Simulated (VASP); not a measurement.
Input:

```xyz
4
Lattice="3.4340 0.0000 0.0000 -1.7170 2.9740 0.0000 0.0000 0.0000 26.2900" Properties=species:S:1:pos:R:3 pbc="T T T"
Tl     1.7170     0.9913    11.7517
Tl     0.0000     1.9826     8.9652
Tl     1.7170     0.9913    17.3247
Tl     0.0000     1.9826    14.5382
```

Level of theory: PBEsol GGA, VASP's PBE PAW potentials (set 64) (plane waves; VASP). Settings: PREC = Normal, EDIFF = 1E-5, 400 eV cut-off, 9×9×1 Γ-centred mesh, first-order Methfessel-Paxton smearing of 0.10 eV, potentials Tl_d.

**Question.** The ions are relaxed. Predict the relaxed structure.

**Answer.** 
```xyz
4
Lattice="3.4340 0.0000 0.0000 -1.7170 2.9740 0.0000 0.0000 0.0000 26.2900" Properties=species:S:1:pos:R:3 pbc="T T T"
Tl     1.7170     0.9913    11.8101
Tl     0.0000     1.9826     9.0625
Tl     1.7170     0.9913    17.2275
Tl     0.0000     1.9826    14.4799
```

**Question.** How much energy does the relaxation gain?

**Answer.** The energy (σ→0) changes by -3.8 meV/atom, in 8 ionic steps.

```
step  E(σ→0) (eV)  max force (eV/Å)  pressure (GPa)  volume (Å³)
----  -----------  ----------------  --------------  -----------
1        -10.0464             0.120           -0.53       268.49
2        -10.0483             0.103           -0.52       268.49
3        -10.0528             0.077           -0.48       268.49
4        -10.0560             0.088           -0.42       268.49
5        -10.0561             0.091           -0.43       268.49
6        -10.0583             0.065           -0.38       268.49
7        -10.0600             0.044           -0.33       268.49
8        -10.0617             0.013           -0.23       268.49
```

The cell is a thin slab with vacuum, built from Tl (hcp): (001) face.
